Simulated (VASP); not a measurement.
Output of a VASP run:

**OUTCAR**
```
 ion  position               nearest neighbor table
   1  0.000  0.000  0.000-   2 2.46   2 2.46   2 2.46   2 2.46
   2  0.250  0.250  0.250-   1 2.46   1 2.46   1 2.46   1 2.46
  LATTYP: Found a face centered cubic cell.
 ALAT       =     5.6714650626
 Subroutine PRICEL returns:
 Original cell was already a primitive cell.
 Subroutine GETGRP returns: Found 48 space group operations
The static configuration has the point symmetry T_d .
 The point group associated with its full space group is O_h .
The dynamic configuration has the point symmetry T_d .
 Subroutine INISYM returns: Found 48 space group operations
 Subroutine IBZKPT returns following result:
 Found     56 irreducible k-points:

 Following reciprocal coordinates:
            Coordinates               Weight
  0.000000  0.000000  0.000000      1.000000
  0.090909  0.000000  0.000000      8.000000
  0.181818  0.000000  0.000000      8.000000
  0.272727  0.000000  0.000000      8.000000
  0.363636  0.000000  0.000000      8.000000
  0.454545  0.000000  0.000000      8.000000
  0.090909  0.090909  0.000000      6.000000
  0.181818  0.090909  0.000000     24.000000
  0.272727  0.090909  0.000000     24.000000
  0.363636  0.090909  0.000000     24.000000
  0.454545  0.090909  0.000000     24.000000
 -0.454545  0.090909  0.000000     24.000000
 -0.363636  0.090909  0.000000     24.000000
 -0.272727  0.090909  0.000000     24.000000
 -0.181818  0.090909  0.000000     24.000000
 -0.090909  0.090909  0.000000     12.000000
  0.181818  0.181818  0.000000      6.000000
  0.272727  0.181818  0.000000     24.000000
  0.363636  0.181818  0.000000     24.000000
  0.454545  0.181818  0.000000     24.000000
 -0.454545  0.181818  0.000000     24.000000
 -0.363636  0.181818  0.000000     24.000000
 -0.272727  0.181818  0.000000     24.000000
 -0.181818  0.181818  0.000000     12.000000
  0.272727  0.272727  0.000000      6.000000
  0.363636  0.272727  0.000000     24.000000
  0.454545  0.272727  0.000000     24.000000
 -0.454545  0.272727  0.000000     24.000000
 -0.363636  0.272727  0.000000     24.000000
 -0.272727  0.272727  0.000000     12.000000
  0.363636  0.363636  0.000000      6.000000
  0.454545  0.363636  0.000000     24.000000
 -0.454545  0.363636  0.000000     24.000000
 -0.363636  0.363636  0.000000     12.000000
  0.454545  0.454545  0.000000      6.000000
 -0.454545  0.454545  0.000000     12.000000
  0.272727  0.181818  0.090909     24.000000
  0.363636  0.181818  0.090909     48.000000
  0.454545  0.181818  0.090909     48.000000
 -0.454545  0.181818  0.090909     48.000000
   k-points           NKPTS =     56   k-points in BZ     NKDIM =     56   number of bands    NBANDS=     18
   number of dos      NEDOS =    301   number of ions     NIONS =      2
   total plane-waves  NPLWV =  27000
   dimension x,y,z NGX =    30 NGY =   30 NGZ =   30
   dimension x,y,z NGXF=    60 NGYF=   60 NGZF=   60
   ions per type =               2
   PREC   = accura    normal or accurate (medium, high low for compatibility)
   ISTART =      0    job   : 0-new  1-cont  2-samecut
   ICHARG =      2    charge: 1-file 2-atom 10-const
   ISPIN  =      1    spin polarized calculation?
   LNONCOLLINEAR =      F non collinear calculations
   LSORBIT =      F    spin-orbit coupling
   INIWAV =      1    electr: 0-lowe 1-rand  2-diag
   ENCUT  =  500.0 eV  36.75 Ry    6.06 a.u.   7.31  7.31  7.31*2*pi/ulx,y,z
   NELM   =    100;   NELMIN=  2; NELMDL= -5     # of ELM steps
   EDIFF  = 0.1E-05   stopping-criterion for ELM
   LREAL  =      F    real-space projection
   NLSPLINE    = F    spline interpolate recip. space projectors
   LMAXMIX     =    4 max onsite mixed and CHGCAR
   VOSKOWN=      0    Vosko Wilk Nusair interpolation
   EDIFFG = -.2E-01   stopping-criterion for IOM
   NSW    =     40    number of steps for IOM
   NBLOCK =      1;   KBLOCK =     40    inner block; outer block
...
```

File OSZICAR:
```
       N       E                     dE             d eps       ncg     rms          rms(c)
DAV:   1     0.158510541081E+03    0.15851E+03   -0.15046E+04  2072   0.411E+03
DAV:   2     0.100287608747E+02   -0.14848E+03   -0.14619E+03  2032   0.525E+02
DAV:   3    -0.940935403686E+01   -0.19438E+02   -0.19248E+02  2202   0.144E+02
DAV:   4    -0.100115804317E+02   -0.60223E+00   -0.60092E+00  2310   0.292E+01
DAV:   5    -0.100217447234E+02   -0.10164E-01   -0.10164E-01  2256   0.392E+00    0.323E+00
DAV:   6    -0.992264896721E+01    0.99096E-01   -0.38726E-02  2388   0.267E+00    0.186E+00
DAV:   7    -0.987137673724E+01    0.51272E-01   -0.74131E-02  2076   0.285E+00    0.161E-01
DAV:   8    -0.987242682449E+01   -0.10501E-02   -0.79984E-03  2278   0.146E+00    0.489E-02
DAV:   9    -0.987252738179E+01   -0.10056E-03   -0.33145E-04  2388   0.323E-01    0.146E-02
DAV:  10    -0.987253865049E+01   -0.11269E-04   -0.25169E-05  2318   0.609E-02    0.547E-03
DAV:  11    -0.987254013596E+01   -0.14855E-05   -0.23674E-06  1796   0.151E-02    0.130E-03
DAV:  12    -0.987253995354E+01    0.18243E-06   -0.76863E-07  1110   0.185E-02
   1 F= -.98725400E+01 E0= -.98725607E+01  d E =-.987254E+01
```

**OUTCAR**
```
------------------------ aborting loop because EDIFF is reached ----------------------------------------
  FORCE on cell =-STRESS in cart. coord.  units (eV):
  Direction    XX          YY          ZZ          XY          YZ          ZX
  --------------------------------------------------------------------------------------
  Total        0.0037386      0.0037386      0.0037386     -0.0000000      0.0000000     -0.0000000
  in kB        0.1313388      0.1313388      0.1313388     -0.0000000      0.0000000     -0.0000000
  external PRESSURE =       0.1313388 kB  Pullay stress =       0.0000000 kB
  volume of cell :       45.61
      direct lattice vectors                 reciprocal lattice vectors
     0.000000000  2.835732531  2.835732531    -0.176321284  0.176321284  0.176321284
     2.835732531  0.000000000  2.835732531     0.176321284 -0.176321284  0.176321284
     2.835732531  2.835732531  0.000000000     0.176321284  0.176321284 -0.176321284
 POSITION                                       TOTAL-FORCE (eV/Angst)
 -----------------------------------------------------------------------------------
      0.00000      0.00000      0.00000         0.000000      0.000000      0.000000
      1.41787      1.41787      1.41787        -0.000000     -0.000000     -0.000000
 -----------------------------------------------------------------------------------
    total drift:                                0.000000     -0.000000      0.000000
  FREE ENERGIE OF THE ION-ELECTRON SYSTEM (eV)
  ---------------------------------------------------
  free  energy   TOTEN  =        -9.8725399535 eV

  energy  without entropy=       -9.8726022399  energy(sigma->0) =       -9.87256072

 reached required accuracy - stopping structural energy minimisation
```
(Selected blocks of OUTCAR.)

POSCAR:
```
Ge
1
   -0.0000000000     2.8357325313     2.8357325313
    2.8357325313     0.0000000000     2.8357325313
    2.8357325313     2.8357325313     0.0000000000
Ge
2
Direct
  0.0000000000   0.0000000000   0.0000000000
  0.2500000000   0.2500000000   0.2500000000
```

Q: Reconstruct the remaining input files.

A: One answer among several that fit: the input of the run itself, PBEsol GGA, plane waves, VASP's PBE PAW potentials (set 64).

**INCAR**
```
# general
SYSTEM   =  Ge
PREC     =  Accurate
ENCUT    =  500
LREAL    =  .False.
LASPH    =  .True.

# electronic loop
EDIFF    =  1E-6
NELM     =  100
ALGO     =  Normal
LMAXMIX  =  4

# smearing
ISMEAR   =  1
SIGMA    =  0.1

# functional
GGA      =  PS

# ions
IBRION   =  2
NSW      =  40
ISIF     =  3
EDIFFG   =  -0.02

# output
LWAVE    =  .False.
LCHARG   =  .False.
```

**KPOINTS**
```
kpoints
0
gamma
11 11 11
0 0 0
```

POTCAR, in this order: Ge_d (PBE.64 set). Program: vasp_std.

The compound is Ge in the diamond structure. It was relaxed first.
